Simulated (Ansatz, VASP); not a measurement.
## Two plane-wave programs on Cd2SO

```xyz
8
Lattice="3.5999 0.0000 0.0000 -1.8000 3.1176 0.0000 0.0000 0.0000 12.3008" Properties=species:S:1:pos:R:3 pbc="T T T"
Cd    1.8000    1.0392    4.4821
Cd    0.0000    2.0784    7.8187
Cd    0.0000    2.0784   10.6325
Cd    1.8000    1.0392    1.6683
S     0.0000    0.0000    0.0000
S     0.0000    0.0000    6.1504
O     1.8000    1.0392    9.2256
O     0.0000    2.0784    3.0752
```

Change from the starting cell: species swapped into the TbSnPt2 type (P6_3/mmc, No. 194).

Alike in both runs: functional PBE; k mesh 6 × 6 × 2; occupations gaussian, width 0.1 eV; no spin polarisation.

Ansatz relaxed the structure, and its values are those at the end. VASP's run is a single point on that final structure, the one shown.

|  | VASP | Ansatz |
| --- | --- | --- |
| version | VASP 6.6.1 | Ansatz 0.2.0 |
| potentials or method | VASP PAW PBE potentials, release 64 (Cd, S, O) | scalar-relativistic, plane waves, PAW |
| plane-wave cutoff (eV) | 520 | 420 |
| valence electrons in the cell | 72 | 104 |

|  | VASP | Ansatz | Ansatz less VASP |
| --- | --- | --- | --- |
| gap on the k mesh at the Fermi level (eV) | none | none | - |
| pressure (GPa) | 0.6 | 0.0 | -0.62 |
| rms of the force components (eV/Å) | 0.006 | 0.000 | -0.0055 |

A gap of «none» marks a metal or a gap that the smearing closes. The two sets of potentials don't hold the same shells in valence.
